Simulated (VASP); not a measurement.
These are PBE GGA with D4 dispersion, VASP's PBE PAW potentials (set 64) (plane waves; VASP) values and carry that method's errors.

VASP ran on this input.

KPOINTS:
```
kpoints
0
gamma
7 7 7
0 0 0
```

### POSCAR
```
PbF2
1
    0.0000000000     2.9648066081     2.9648066081
    2.9648066081     0.0000000000     2.9648066081
    2.9648066081     2.9648066081     0.0000000000
Pb F
1 2
Direct
  0.0000000000   0.0000000000   0.0000000000
  0.2500000000   0.2500000000   0.2500000000
  0.7500000000   0.7500000000   0.7500000000
```

INCAR:
```
SYSTEM = PbF2
PREC = Accurate
ENCUT = 520
EDIFF = 1E-7
NELM = 100
ALGO = Normal
LREAL = .FALSE.
LASPH = .TRUE.
ISMEAR = 0
SIGMA = 0.05
GGA = PE
IVDW = 13
LMAXMIX = 4
LWAVE = .FALSE.
LCHARG = .FALSE.
ISIF = 2
```

POTCAR, in this order: Pb_d F (PBE.64 set). Program: vasp_std.

The run wrote:

**OSZICAR**
```
       N       E                     dE             d eps       ncg     rms          rms(c)
DAV:   1     0.304245026909E+03    0.30425E+03   -0.15190E+04   720   0.179E+03
DAV:   2     0.119621274904E+02   -0.29228E+03   -0.28258E+03   784   0.456E+02
DAV:   3    -0.154305651327E+02   -0.27393E+02   -0.27131E+02   852   0.155E+02
DAV:   4    -0.162438088301E+02   -0.81324E+00   -0.81265E+00   768   0.281E+01
DAV:   5    -0.162720260474E+02   -0.28217E-01   -0.28216E-01   840   0.521E+00    0.800E+00
DAV:   6    -0.143432942633E+02    0.19287E+01   -0.10280E+01   932   0.271E+01    0.268E+00
DAV:   7    -0.143393376641E+02    0.39566E-02   -0.44168E-01   728   0.463E+00    0.155E+00
DAV:   8    -0.143365124675E+02    0.28252E-02   -0.99594E-02   720   0.399E+00    0.492E-01
DAV:   9    -0.143339629774E+02    0.25495E-02   -0.18559E-02   810   0.109E+00    0.997E-02
DAV:  10    -0.143351012929E+02   -0.11383E-02   -0.13209E-03   720   0.348E-01    0.234E-02
DAV:  11    -0.143351073359E+02   -0.60430E-05   -0.78852E-05   756   0.805E-02    0.849E-03
DAV:  12    -0.143351158844E+02   -0.85485E-05   -0.16154E-05   736   0.381E-02    0.434E-03
DAV:  13    -0.143351156976E+02    0.18681E-06   -0.20925E-06   914   0.183E-02    0.907E-04
DAV:  14    -0.143351157393E+02   -0.41700E-07   -0.27646E-07   722   0.571E-03
   1 F= -.14882478E+02 E0= -.14882478E+02  d E =-.230823E-13
```

OUTCAR:
```
------------------------ aborting loop because EDIFF is reached ----------------------------------------
  Edisp (eV):   -0.54736
  FORCE on cell =-STRESS in cart. coord.  units (eV):
  Direction    XX          YY          ZZ          XY          YZ          ZX
  --------------------------------------------------------------------------------------
  Total       1.42963     1.42963     1.42963     0.00000     0.00000     0.00000
  in kB      43.94556    43.94556    43.94556     0.00000     0.00000     0.00000
  external pressure =       43.95 kB  Pullay stress =        0.00 kB
  volume of cell :       52.12
      direct lattice vectors                 reciprocal lattice vectors
     0.000000000  2.964806608  2.964806608    -0.168645064  0.168645064  0.168645064
     2.964806608  0.000000000  2.964806608     0.168645064 -0.168645064  0.168645064
     2.964806608  2.964806608  0.000000000     0.168645064  0.168645064 -0.168645064
 POSITION                                       TOTAL-FORCE (eV/Angst)
 -----------------------------------------------------------------------------------
      0.00000      0.00000      0.00000         0.000000     -0.000000     -0.000000
      1.48240      1.48240      1.48240        -0.000000     -0.000000     -0.000000
      4.44721      4.44721      4.44721         0.000000      0.000000      0.000000
 -----------------------------------------------------------------------------------
    total drift:                                0.000000     -0.000000      0.000000
  FREE ENERGIE OF THE ION-ELECTRON SYSTEM (eV)
  ---------------------------------------------------
  free  energy   TOTEN  =       -14.8824775999 eV

  energy  without entropy=      -14.8824775999  energy(sigma->0) =      -14.88247760
```
(Selected blocks of OUTCAR.)

The compound is PbF2 in the fluorite structure, the β form. This cell is one point of a volume scan, at 0.97 of the reference volume.
